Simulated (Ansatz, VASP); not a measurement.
## PPt in VASP and in Ansatz

```xyz
4
Lattice="3.8164 0.0000 0.0000 -1.9082 3.3051 0.0000 0.0000 0.0000 6.4784" Properties=species:S:1:pos:R:3 pbc="T T T"
Pt    0.0000    2.2034    2.4093
Pt    1.9082    1.1017    5.6485
P     0.0000    2.2034    0.0201
P     1.9082    1.1017    3.2593
```

Change from the starting cell: volume scaled by 1.06.

Alike in both runs: task single point; functional PBE; k mesh 8 × 8 × 4; occupations fermi-dirac, width 0.05 eV; no spin polarisation.

```csv
,VASP,Ansatz
version,VASP 6.6.1,Ansatz 0.2.0
potentials or method,"VASP PAW PBE potentials, release 64 (Pt, P)",Ansatz PAW
plane-wave cutoff (eV),520,420
valence electrons in the cell,30,46
```

```tsv
	VASP	Ansatz	Ansatz less VASP
gap on the k mesh at the Fermi level (eV)	none	none	-
pressure (GPa)	-6.9	-6.7	+0.16
largest component of the traceless stress (GPa)	0.16	0.17	+0.014
rms of the force components (eV/Å)	0.023	0.022	-0.0005
```

Atom by atom the forces differ by 0.001 eV/Å (rms over components). A gap of «none» marks a metal or a gap that the smearing closes. With one functional, cell and mesh, what is left measures potentials, basis and numerics. The two sets of potentials don't hold the same shells in valence.

The runs have no spin-orbit coupling, so splittings on Pt are missing.
